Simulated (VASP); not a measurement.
These are optB88-vdW, VASP's PBE PAW potentials (set 64) (plane waves; VASP 6.6.1) values and carry that method's errors.

VASP ran on this input.

### KPOINTS
```
Automatic mesh
0
Gamma
12 12 12
0 0 0
```

**POSCAR**
```
PdIn
1
    3.3076163823     0.0000000000     0.0000000000
    0.0000000000     3.3076163823     0.0000000000
    0.0000000000     0.0000000000     3.3076163823
In Pd
1 1
Direct
  0.5000000000   0.5000000000   0.5000000000
  0.0000000000   0.0000000000   0.0000000000
```

### INCAR
```
AGGAC=0.0
ALGO=Normal
EDIFF=1E-7
ENCUT=520
GGA=BO
ISIF=2
ISMEAR=-5
LASPH=.TRUE.
LCHARG=.TRUE.
LMAXMIX=4
LORBIT=11
LREAL=.FALSE.
LUSE_VDW=.TRUE.
LWAVE=.FALSE.
NEDOS=601
NELM=100
PARAM1=0.1833333333
PARAM2=0.22
PREC=Accurate
SYSTEM=PdIn
```

POTCAR, in this order: In_d Pd (PBE.64 set). Program: vasp_std.

Unless said otherwise, spin-orbit coupling is left out, though it shifts the bands of the heavy elements here.

Problem. What does the run give for the energy per atom (σ→0), band gap (on the k-mesh)?

Solution. 
```yaml
energy per atom (σ→0): -1242 meV/atom
band gap (on the k-mesh): none (metal, semimetal or under 0.01 eV)
```

### OSZICAR
```
...
DAV:   8    -0.248458546208E+01    0.49299E-02   -0.15771E-02  2744   0.123E+00    0.351E-01
DAV:   9    -0.248384095618E+01    0.74451E-03   -0.14887E-03  3255   0.674E-01    0.639E-02
DAV:  10    -0.248383652174E+01    0.44344E-05   -0.31503E-05  3364   0.783E-02    0.270E-02
DAV:  11    -0.248384785382E+01   -0.11332E-04   -0.34696E-06  2870   0.192E-02    0.573E-03
DAV:  12    -0.248384891660E+01   -0.10628E-05   -0.24921E-07  3141   0.530E-03    0.144E-03
DAV:  13    -0.248384858899E+01    0.32761E-06   -0.23208E-08  1540   0.183E-03    0.227E-04
DAV:  14    -0.248384860756E+01   -0.18570E-07   -0.28037E-09  1407   0.691E-04
   1 F= -.24838486E+01 E0= -.24838486E+01  d E =0.000000E+00
```

The compound is PdIn in the CsCl type structure. It was relaxed first, which changed the volume by +5 %. The electron count is odd and the run is not spin-polarised, which forces a metal.
